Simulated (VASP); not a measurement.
Computed with rev-vdW-DF2, VASP's PBE PAW potentials (set 64) (plane waves; VASP).

The input files of a VASP run:

File POSCAR:
```
Ir
1.0
  0.0000000000   1.9200000000   1.9200000000
  1.9200000000   0.0000000000   1.9200000000
  1.9200000000   1.9200000000   0.0000000000
Ir
1
Direct
  0.0000000000   0.0000000000   0.0000000000
```

**INCAR**
```
SYSTEM = Ir
PREC = Accurate
ENCUT = 520
EDIFF = 1E-6
NELM = 100
ALGO = Normal
LREAL = .FALSE.
LASPH = .TRUE.
ISMEAR = 1
SIGMA = 0.1
GGA = MK
PARAM1 = 0.1234568
PARAM2 = 0.7114
ZAB_VDW = -1.8867
LUSE_VDW = .TRUE.
AGGAC = 0.0
LMAXMIX = 6
LWAVE = .FALSE.
LCHARG = .FALSE.
IBRION = 2
ISIF = 3
NSW = 60
EDIFFG = -0.01
```

### KPOINTS
```
Automatic mesh
0
Gamma
15 15 15
0 0 0
```

POTCAR, in this order: Ir (PBE.64 set). Program: vasp_std.

The resulting files:

### OSZICAR
```
       N       E                     dE             d eps       ncg     rms          rms(c)
DAV:   1     0.436051887174E+02    0.43605E+02   -0.44980E+03  1976   0.102E+03
DAV:   2    -0.676253483814E+01   -0.50368E+02   -0.48471E+02  1928   0.203E+02
DAV:   3    -0.736748620015E+01   -0.60495E+00   -0.60223E+00  2896   0.302E+01
DAV:   4    -0.737071060405E+01   -0.32244E-02   -0.32235E-02  2400   0.150E+00
DAV:   5    -0.737074195448E+01   -0.31350E-04   -0.31350E-04  2888   0.942E-02    0.152E+01
DAV:   6    -0.690604929631E+01    0.46469E+00   -0.97474E-01  2216   0.138E+01    0.622E+00
DAV:   7    -0.681948275289E+01    0.86567E-01   -0.30040E-01  2512   0.710E+00    0.152E+00
DAV:   8    -0.681390882396E+01    0.55739E-02   -0.19847E-03  2152   0.694E-01    0.533E-01
DAV:   9    -0.681293421849E+01    0.97461E-03   -0.86901E-04  2504   0.493E-01    0.134E-02
DAV:  10    -0.681294012020E+01   -0.59017E-05   -0.52264E-06  2664   0.243E-02    0.442E-03
DAV:  11    -0.681294029446E+01   -0.17426E-06   -0.12270E-07  1528   0.425E-03
   1 F= -.68129403E+01 E0= -.68128226E+01  d E =-.681294E+01
       N       E                     dE             d eps       ncg     rms          rms(c)
DAV:   1    -0.706898396559E+01   -0.25604E+00   -0.11306E+01  2056   0.551E+01    0.382E+00
DAV:   2    -0.678424073229E+01    0.28474E+00   -0.84497E-01  2088   0.122E+01    0.203E+00
DAV:   3    -0.676094908898E+01    0.23292E-01   -0.10610E-01  2416   0.393E+00    0.981E-01
DAV:   4    -0.676095214297E+01   -0.30540E-05   -0.19033E-03  2520   0.364E-01    0.262E-01
DAV:   5    -0.676107095009E+01   -0.11881E-03   -0.21819E-04  2672   0.128E-01    0.284E-02
DAV:   6    -0.676108774636E+01   -0.16796E-04   -0.83399E-06  2624   0.208E-02    0.702E-04
DAV:   7    -0.676108776826E+01   -0.21892E-07   -0.77867E-08  1240   0.306E-03
   2 F= -.67610878E+01 E0= -.67609553E+01  d E =0.518525E-01
       N       E                     dE             d eps       ncg     rms          rms(c)
DAV:   1    -0.700453541792E+01   -0.24345E+00   -0.70595E+00  2048   0.436E+01    0.428E+00
DAV:   2    -0.683493707154E+01    0.16960E+00   -0.43652E-01  2096   0.918E+00    0.104E+00
DAV:   3    -0.681693283580E+01    0.18004E-01   -0.81913E-02  2312   0.363E+00    0.363E-01
DAV:   4    -0.681699353728E+01   -0.60701E-04   -0.78375E-04  2536   0.267E-01    0.155E-01
DAV:   5    -0.681711670086E+01   -0.12316E-03   -0.34671E-04  2584   0.157E-01    0.898E-03
DAV:   6    -0.681712735923E+01   -0.10658E-04   -0.71318E-06  2528   0.207E-02    0.183E-03
DAV:   7    -0.681712736438E+01   -0.51575E-08   -0.94760E-08  1352   0.283E-03
   3 F= -.68171274E+01 E0= -.68170091E+01  d E =-.418707E-02
       N       E                     dE             d eps       ncg     rms          rms(c)
DAV:   1    -0.681713743972E+01   -0.10080E-04   -0.28029E-04  2096   0.277E-01    0.247E-02
DAV:   2    -0.681713110363E+01    0.63361E-05   -0.17196E-05  2152   0.573E-02    0.862E-03
DAV:   3    -0.681713051306E+01    0.59057E-06   -0.31383E-06  1040   0.230E-02
   4 F= -.68171305E+01 E0= -.68170123E+01  d E =-.419022E-02
```

### OUTCAR
```
------------------------ aborting loop because EDIFF is reached ----------------------------------------
  FORCE on cell =-STRESS in cart. coord.  units (eV):
  Direction    XX          YY          ZZ          XY          YZ          ZX
  --------------------------------------------------------------------------------------
  Total       -0.0008928     -0.0008928     -0.0008928     -0.0000000      0.0000000      0.0000000
  in kB       -0.0994535     -0.0994535     -0.0994535     -0.0000000      0.0000000      0.0000000
  external PRESSURE =      -0.0994535 kB  Pullay stress =       0.0000000 kB
  volume of cell :       14.38
      direct lattice vectors                 reciprocal lattice vectors
    -0.000000000  1.930218680  1.930218680    -0.259038007  0.259038007  0.259038007
     1.930218680  0.000000000  1.930218680     0.259038007 -0.259038007  0.259038007
     1.930218680  1.930218680 -0.000000000     0.259038007  0.259038007 -0.259038007
 POSITION                                       TOTAL-FORCE (eV/Angst)
 -----------------------------------------------------------------------------------
      0.00000      0.00000      0.00000         0.000000     -0.000000     -0.000000
 -----------------------------------------------------------------------------------
    total drift:                                0.000000      0.000000      0.000000
  FREE ENERGIE OF THE ION-ELECTRON SYSTEM (eV)
  ---------------------------------------------------
  free  energy   TOTEN  =        -6.8171305131 eV

  energy  without entropy=       -6.8167757710  energy(sigma->0) =       -6.81701227

 reached required accuracy - stopping structural energy minimisation
```
(Selected blocks of OUTCAR.)

**CONTCAR**
```
Ir
   1.00000000000000
    -0.0000000000000000    1.9302186797484364    1.9302186797484364
     1.9302186797484364    0.0000000000000000    1.9302186797484364
     1.9302186797484364    1.9302186797484364   -0.0000000000000000
  Ir
     1
Direct
     0.0000000000000000    0.0000000000000000    0.0000000000000000
```

The compound is Ir in the fcc structure. This run relaxes it. Symmetry was kept, so distortions that lower it aren't found.
